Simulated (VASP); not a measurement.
Input:

```xyz
2
Lattice="4.3256 0.0000 0.0000 0.0000 4.3256 0.0000 0.0000 0.0000 4.3256" Properties=species:S:1:pos:R:3 pbc="T T T"
Cs     0.0000     0.0000     0.0000
Br     2.1628     2.1628     2.1628
```

Computed with LDA (Ceperley-Alder, Perdew-Zunger), VASP's LDA PAW potentials (set 64) (plane waves; VASP). Run with 400 eV cut-off, 6×6×6 Γ-centred mesh, Gaussian smearing of 0.050 eV, potentials Cs_sv Br.

Energy and stress use the plane-wave basis of the starting cell.

**Question.** The ions, cell shape and volume are relaxed. Which structure does the run end with?

**Answer.** 
```xyz
2
Lattice="4.1455 0.0000 0.0000 0.0000 4.1455 0.0000 0.0000 0.0000 4.1455" Properties=species:S:1:pos:R:3 pbc="T T T"
Cs     0.0000     0.0000     0.0000
Br     2.0728     2.0728     2.0728
```
Space group Pm-3m (221), at a tolerance of 0.03 Å.

**Question.** How do energy and volume change from the first to the last step?

**Answer.** The energy (σ→0) changes by -33.5 meV/atom and the volume by -12.0 %, in 4 ionic steps.

The structure comes from a computed database's CsBr entry (Pm-3m); how it stands against other phases isn't given here. This run relaxes it. Symmetry was kept, so distortions that lower it aren't found.
